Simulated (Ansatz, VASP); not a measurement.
# HfGaTe2AsHCl (1T-HfTe2 under H-GaAs-Cl chair, AA) in two plane-wave programs, part 2 of 2

Aim: how closely do two programs agree when they are given the same cell, functional and k mesh? The cell is taken from a series of runs on this material, whose earlier steps may have relaxed, scaled, displaced or heated it; both programs get it as it stands.

VASP 6.6.1 and Ansatz 0.2.0.

So far: The starting structure; VASP: single point, PBEsol with D3(BJ).

## (3) Ansatz: single point, PBEsol with D3(BJ)

Level of this step: Ansatz beside VASP: Kohn-Sham DFT, plane waves, PBEsol with D3(BJ) (Ansatz).

Ansatz runs on its default PAW (the set named soft_2) files.

The same cell, functional, mesh and smearing now go to Ansatz, which takes its cutoff from its data sets.

Contents of input.yaml:

```yaml
crystal:
  lattice:
    - [3.9069962597, 0.0, 0.0]
    - [-1.9534981299, 3.3835580134, 0.0]
    - [0.0, 0.0, 28.8583475502]
  atoms:
    - { symbol: Te, position: [0.6666666667, 0.3333333333, 0.3118681686] }
    - { symbol: Hf, position: [0.0, 0.0, 0.3729340293] }
    - { symbol: Te, position: [0.3333333333, 0.6666666667, 0.4338272961] }
    - { symbol: Cl, position: [0.6666666667, 0.3333333333, 0.5307151793] }
    - { symbol: As, position: [0.6666666667, 0.3333333333, 0.6058434641] }
    - { symbol: Ga, position: [0.3333333333, 0.6666666667, 0.6341113949] }
    - { symbol: H, position: [0.3333333333, 0.6666666667, 0.6881318314] }
kpoints:
  mp_grid: { grid: [12, 12, 1] }
  band_path:
    path: [[0, 0, 0], [0.5, 0, 0], [0.33333333, 0.33333333, 0], [0, 0, 0]]
    npoints: 16
hamiltonian:
  xc: pbesol
  dispersion: d3bj
scf:
  occupations: { method: fermi_dirac, width: 0.05 }
  convergence: { dr2_threshold: 1.0e-10 }
efield:
  axis: 3
  dipole_correction: true
  ramp_position: 0.97
  ramp_width: 0.06
  amplitude: 0
output:
  dos: { projected: true, e_range: [-6, 5] }
  bader: true
  write_potential: true
  write_density: true
  volumetric_format: npy
  elf: true
```

Command:

```bash
$ ansatz run input.yaml --threads 4 --pin off --max-ram 6144MiB --backend cpu --events-out ev --progress --plain --runs-dir out
```

Numbers of over 12 decimals in the logs are rounded to 6 here.

Output:

```text
Engine: ansatz 0.2.0, x86_64-unknown-linux-gnu
Pseudopotentials: kind: paw
Pseudopotential: Te, paw, valence charge 16, recommended cutoff 420 eV (normal), Te.paw.azcp
Pseudopotential: Hf, paw, valence charge 26, recommended cutoff 420 eV (normal), Hf.paw.azcp
Pseudopotential: Cl, paw, valence charge 7, recommended cutoff 420 eV (normal), Cl.paw.azcp
Pseudopotential: As, paw, valence charge 15, recommended cutoff 420 eV (normal), As.paw.azcp
Pseudopotential: Ga, paw, valence charge 13, recommended cutoff 420 eV (normal), Ga.paw.azcp
Pseudopotential: H, paw, valence charge 1, recommended cutoff 420 eV (normal), H.paw.azcp
Functional definition: PBEsol
  exchange = pbesol_x
  correlation = pbesol_c
Crystal: 7 atoms, lattice volume = 381.494 Å³
Basis set: ecut = 420 eV, 7561 PW (Γ)
Bands: 57, of which v1, the nominal top of the filled ones, is band 47 counted from 1 (46 counted from 0)
Symmetry: 6 space group operations
Space group: P3m1 (ITA 156), of the structure as read, at distance tolerance 7.3e-5 Å
k-points: 19 of 144 (time reversal used)
Non-local potential: Te, projectors of the file, l = 0: 2, l = 1: 2, l = 2: 2, l = 3: 2
Non-local potential: Hf, projectors of the file, l = 0: 3, l = 1: 2, l = 2: 2, l = 3: 3
Non-local potential: Cl, projectors of the file, l = 0: 2, l = 1: 2, l = 2: 2
Non-local potential: As, projectors of the file, l = 0: 2, l = 1: 2, l = 2: 3, l = 3: 1
Non-local potential: Ga, projectors of the file, l = 0: 2, l = 1: 2, l = 2: 3, l = 3: 1
Non-local potential: H, projectors of the file, l = 0: 2, l = 1: 1
PAW form: soft (Blöchl's): semilocal exchange-correlation on the pseudo side does not see the compensation charge
PAW frozen core: Te, regenerated for the run's functional, and the local potential with it (the file was generated under x = pbe(κ = 0.804, μ = 0.219515), c = pbe(β = 0.066725))
PAW frozen core: Hf, regenerated for the run's functional, and the local potential with it (the file was generated under x = pbe(κ = 0.804, μ = 0.219515), c = pbe(β = 0.066725))
PAW frozen core: Cl, regenerated for the run's functional, and the local potential with it (the file was generated under x = pbe(κ = 0.804, μ = 0.219515), c = pbe(β = 0.066725))
PAW frozen core: As, regenerated for the run's functional, and the local potential with it (the file was generated under x = pbe(κ = 0.804, μ = 0.219515), c = pbe(β = 0.066725))
PAW frozen core: Ga, regenerated for the run's functional, and the local potential with it (the file was generated under x = pbe(κ = 0.804, μ = 0.219515), c = pbe(β = 0.066725))
PAW one-centre angular grid: Te, 590 points (default); XC on 64 Gauss nodes
PAW one-centre angular grid: Hf, 590 points (default); XC on 64 Gauss nodes
PAW one-centre angular grid: Cl, 110 points (default); XC on 64 Gauss nodes
PAW one-centre angular grid: As, 590 points (default); XC on 64 Gauss nodes
PAW one-centre angular grid: Ga, 590 points (default); XC on 64 Gauss nodes
PAW one-centre angular grid: H, 110 points (default); XC on 64 Gauss nodes
Initial density: superposition of atomic densities (neutral atoms: chi_scale 0, normalization atom), corrected by the library's trained network
Initial wavefunctions: pseudopotential atomic-orbital guess
Functional: x = pbesol(κ = 0.804, μ = 0.123457), c = pbesol(β = 0.046)
SCF iter   1: F=—  HF=-39038.237591 eV  |F-HF|=—  |Δ(HF+E_count)|=         —  Δρ=3.19e-3  dr2=1.17e-1  ethr=1.77e-3  p=-0.029 e·Å  D=-1.36e-2 V/Å  ΔV_dip=0.39 eV  dr2_dipole=4.46e-2  V_vac-E_F(+/−)=5.14/4.75 eV  ⟨swp⟩=8.2  Hψ=4537  notcnv=0  defer=12
efield: sawtooth ramp at fractional position 0.9700 (set: `efield.ramp_position`, or a place that a band, a saddle search or an elastic batch's reference lends), width 0.0600; the density the first Hamiltonian is built on has a dipole p = -0.029 e·Å; the dipole correction subtracts the counter field D = -1.36e-2 V/Å, which shifts the + side's vacuum level by +0.39 eV against the − side's; the planar-averaged density in the ramp window peaks in size at 6.6e-6 e/Å³
preconditioner: auto → LDOS  [metal: Δε(μ)=0.078 eV  Ē_g=12.252 eV  σ=0.050 eV  W_gap=0.36  n_scr=84 (ndim 8)  ℏωp=14.2 eV  f_vac=0.554  D(μ)=1.02/eV (n_scr^D=6)  β→1.0]
SCF iter   2: F=—  HF=-39038.503569 eV  |F-HF|=—  |Δ(HF+E_count)|=   2.66e-1  Δρ=6.49e-3  dr2=3.46e0  ethr=1.24e-4  p=0.226 e·Å  D=1.07e-1 V/Å  ΔV_dip=-3.10 eV  dr2_dipole=1.74e0  V_vac-E_F(+/−)=2.20/5.30 eV  ⟨swp⟩=4.9  Hψ=2593  notcnv=0  defer=58
SCF iter   3: F=—  HF=-39038.217010 eV  |F-HF|=—  |Δ(HF+E_count)|=   2.87e-1  Δρ=1.01e-3  dr2=2.95e-2  ethr=1.24e-4  p=0.015 e·Å  D=7.34e-3 V/Å  ΔV_dip=-0.21 eV  dr2_dipole=9.24e-3  V_vac-E_F(+/−)=4.61/4.82 eV  ⟨swp⟩=4.2  Hψ=2152  notcnv=0  defer=42
SCF iter   4: F=—  HF=-39038.219561 eV  |F-HF|=—  |Δ(HF+E_count)|=   2.55e-3  Δρ=1.29e-3  dr2=5.34e-2  ethr=3.13e-5  p=0.011 e·Å  D=5.16e-3 V/Å  ΔV_dip=-0.15 eV  dr2_dipole=1.25e-2  V_vac-E_F(+/−)=4.64/4.79 eV  ⟨swp⟩=3.0  Hψ=2187  notcnv=0  defer=64
SCF iter   5: F=—  HF=-39038.211230 eV  |F-HF|=—  |Δ(HF+E_count)|=   8.33e-3  Δρ=2.65e-4  dr2=7.52e-3  ethr=3.13e-5  p=0.026 e·Å  D=1.21e-2 V/Å  ΔV_dip=-0.35 eV  dr2_dipole=3.37e-3  V_vac-E_F(+/−)=4.45/4.80 eV  ⟨swp⟩=2.9  Hψ=1743  notcnv=0  defer=63
SCF iter   6: F=—  HF=-39038.209784 eV  |F-HF|=—  |Δ(HF+E_count)|=   1.45e-3  Δρ=1.66e-4  dr2=2.14e-3  ethr=8.00e-6  p=0.033 e·Å  D=1.57e-2 V/Å  ΔV_dip=-0.45 eV  dr2_dipole=1.09e-3  V_vac-E_F(+/−)=4.35/4.80 eV  ⟨swp⟩=2.0  Hψ=1161  notcnv=0  defer=63
SCF iter   7: F=—  HF=-39038.209242 eV  |F-HF|=—  |Δ(HF+E_count)|=   5.42e-4  Δρ=8.46e-5  dr2=1.04e-4  ethr=2.28e-6  p=0.043 e·Å  D=2.03e-2 V/Å  ΔV_dip=-0.59 eV  dr2_dipole=1.77e-5  V_vac-E_F(+/−)=4.21/4.80 eV  ⟨swp⟩=2.4  Hψ=1400  notcnv=0  defer=51
SCF iter   8: F=—  HF=-39038.209226 eV  |F-HF|=—  |Δ(HF+E_count)|=   1.66e-5  Δρ=2.32e-5  dr2=1.34e-5  ethr=1.11e-7  p=0.043 e·Å  D=2.05e-2 V/Å  ΔV_dip=-0.59 eV  dr2_dipole=6.29e-6  V_vac-E_F(+/−)=4.21/4.80 eV  ⟨swp⟩=2.1  Hψ=1619  notcnv=0  defer=43
SCF iter   9: F=—  HF=-39038.209223 eV  |F-HF|=—  |Δ(HF+E_count)|=   2.62e-6  Δρ=6.92e-6  dr2=2.70e-7  ethr=1.43e-8  p=0.044 e·Å  D=2.09e-2 V/Å  ΔV_dip=-0.60 eV  dr2_dipole=7.13e-8  V_vac-E_F(+/−)=4.20/4.80 eV  ⟨swp⟩=2.0  Hψ=1570  notcnv=0  defer=43
SCF iter  10: F=—  HF=-39038.209185 eV  |F-HF|=—  |Δ(HF+E_count)|=   3.82e-5  Δρ=2.25e-6  dr2=4.26e-8  ethr=2.87e-10  p=0.044 e·Å  D=2.08e-2 V/Å  ΔV_dip=-0.60 eV  dr2_dipole=1.52e-8  V_vac-E_F(+/−)=4.20/4.80 eV  ⟨swp⟩=2.0  Hψ=1583  notcnv=0  defer=43
SCF iter  11: F=—  HF=-39038.209185 eV  |F-HF|=—  |Δ(HF+E_count)|=   7.37e-9  Δρ=7.16e-7  dr2=2.60e-9  ethr=4.54e-11  p=0.044 e·Å  D=2.09e-2 V/Å  ΔV_dip=-0.60 eV  dr2_dipole=2.56e-10  V_vac-E_F(+/−)=4.20/4.80 eV  ⟨swp⟩=2.0  Hψ=1553  notcnv=0  defer=43
SCF iter  12: F=—  HF=-39038.209185 eV  |F-HF|=—  |Δ(HF+E_count)|=   1.72e-9  Δρ=2.78e-7  dr2=3.06e-10  ethr=2.77e-12  p=0.044 e·Å  D=2.09e-2 V/Å  ΔV_dip=-0.60 eV  dr2_dipole=3.89e-14  V_vac-E_F(+/−)=4.20/4.80 eV  ⟨swp⟩=2.0  Hψ=1547  notcnv=0  defer=43
SCF iter  13: F=-39038.209185 eV  HF=-39038.209185 eV  |F-HF|=1.67e-10  |Δ(HF+E_count)|=  2.26e-10  Δρ=9.98e-8  dr2=5.19e-11  ethr=1.00e-12  p=0.044 e·Å  D=2.09e-2 V/Å  ΔV_dip=-0.60 eV  dr2_dipole=1.22e-12  V_vac-E_F(+/−)=4.20/4.80 eV  ⟨swp⟩=13.5  Hψ=3497  notcnv=0
SCF 1 converged in 13 iterations: F = -39038.209185 eV  dr2 = 5.19e-11
  greatest PAW one-centre occupation: 0.999 electrons in one spin orbital (limit 2), on the As atom at site 4 (counted from 0), in its partial waves of l = 2
NSCF: frozen V_eff on 49 k-points
efield: sawtooth ramp at fractional position 0.9700 (kept from the solve that this one continues, or follows in the run), width 0.0600; the density the first Hamiltonian is built on has a dipole p = 0.044 e·Å; the dipole correction subtracts the counter field D = 2.09e-2 V/Å, which shifts the + side's vacuum level by -0.60 eV against the − side's; the planar-averaged density in the ramp window peaks in size at 4.9e-6 e/Å³
WARN: The output density's exchange-correlation potential varies sharply where the density is thin. Do not read a vacuum level from v_tot or v_xc, or from such a field of the output density. On a cell that repeats whose density bears no net charge and no dipole along the vacuum's axis use v_es (v_loc + v_h of the components); under efield.dipole_correction with no amplitude use v_es + v_field, which holds any externa [...]
SCF converged after 13 iterations
Free energy (F): -39038.209185 eV
Harris-Foulkes:  -39038.209185 eV  (|F-HF|=1.67e-10)
Internal energy: -39038.201217 eV  (E = F + TS)
E sigma→0 (E₀):  -39038.205201 eV
Entropy (-TS):   -0.007968 eV (-1.138 meV/atom)
Fermi energy:    1.404119 eV
Dipole field:    D = 0.020857 V/Å  (p = 0.043971 e·Å, saw-weighted, corrected)
Work function:   Φ+ = 4.1988 eV   Φ− = 4.8007 eV
Levels:          The Fermi level and band energies are counted from a zero that moves with the ramp; work functions are not
--- Per-component energies (eV) ---
  E_band       = -1793.486382
  E_kinetic    = 1177.398068
  E_local      = -115057.742190  (includes V_loc(G=0)·N_el)
  E_nonlocal   = -2066.003464
  E_hartree    = 57204.801832
  E_xc         = -805.560419
  E_vxc        = -743.323426  (∫ρ·V_xc dr)
  E_paw        = -20360.002806  (= ΣΔE_a)
  E_vpaw       = 484.390736  (= ΣTr[D̂ρ^β])
  E_aug_tail   = -0.001606  (compensation charges beyond the density's cutoff)
  E_efield     = 0.000459  (sawtooth field / dipole correction)
  E_vefield    = 2.190796  (∫n·V_field dr)
  E_ewald      = 40866.574802
  E_disp       = -1.574452  (pairwise vdW)
  E_core_change = 3.908561  (= ΣΔE_core)
  E_smearing   = -0.007968  (= −TS)
  E_closure    = 0.000000  (closes the sum)
  Σ components = -39038.209185   (vs F -39038.209185, Δ=0.00e0)
--- Band table (eV; the first three rows and the last of 19) ---
  k-point 0: bands = [... 43 lower, 0.3267, 0.3267, 1.8700, 1.8700, 2.0573, 2.3595, 2.3595, 2.3854, ... 6 higher]
  k-point 1: bands = [... 43 lower, 0.2007, 0.2941, 1.0199, 1.4507, 2.2875, 2.5880, 2.7783, 2.8091, ... 6 higher]
  k-point 2: bands = [... 43 lower, -0.1959, -0.0903, 0.4756, 0.9475, 2.0887, 2.7367, 3.2610, 3.3023, ... 6 higher]
  k-point 18: bands = [... 43 lower, -1.6691, -1.1203, -0.7959, -0.6064, 2.4819, 3.0146, 3.5351, 3.6602, ... 6 higher]
--- Bader charges: 7 sites ---
  site symbol  charge [e]  shift [e]
     0     Te     -0.8087     0.0002
     1     Hf      1.6184     0.0005
     2     Te     -0.7731     0.0002
     3     Cl     -0.4211     0.0022
     4     As     -0.0554     0.0006
     5     Ga      0.7268     0.0059
     6      H     -0.2868     0.0043
  estimated error of the sums over rays = 8.0e-4 e
```

## (4) Differences

Known differences besides the potentials themselves: the data sets hold 94 valence electrons in Ansatz (on its default PAW (the set named soft_2) files) and 48 in VASP; the cutoff is 420 eV in Ansatz and 400 eV in VASP; Ansatz makes its cores anew for this functional, VASP keeps those of its PBE data sets. Total energies have different zeros and are not compared.

The two programs side by side:

```
                                   quantity  Ansatz  VASP  difference
 work function, lower of the two faces (eV)    4.20  4.22       -0.02
work function, higher of the two faces (eV)    4.80  4.81       -0.01
```

Where the cell holds vacuum, a pressure given here is an average over it and none of the material.

## (5) Outcome

| Item | Value |
| --- | --- |
| difference in work function, lower of the two faces (single point, PBEsol with D3(BJ)) | -0.020 eV |

In words: The difference in work function, lower of the two faces is -0.020 eV (single point, PBEsol with D3(BJ)). The data sets hold unlike numbers of valence electrons (94 in Ansatz and 48 in VASP), so part of the differences may come from the potentials. Such differences can come from data sets, numerical settings and the points named under the comparisons, not from the functional's error against experiment.

[Lines on the potential files, build, host, timing and source positions are cut from VASP's logs without a mark.]

[Logs are printed without paths, hosts, clocks, repeated set-up lines and the standing remarks that a program may print on its own settings, such as how far it seeks lower states.]

[Hosts, paths, dates, database ids (printed as entryN), source tags and the programs' standing remarks are cut or masked in the printed files.]
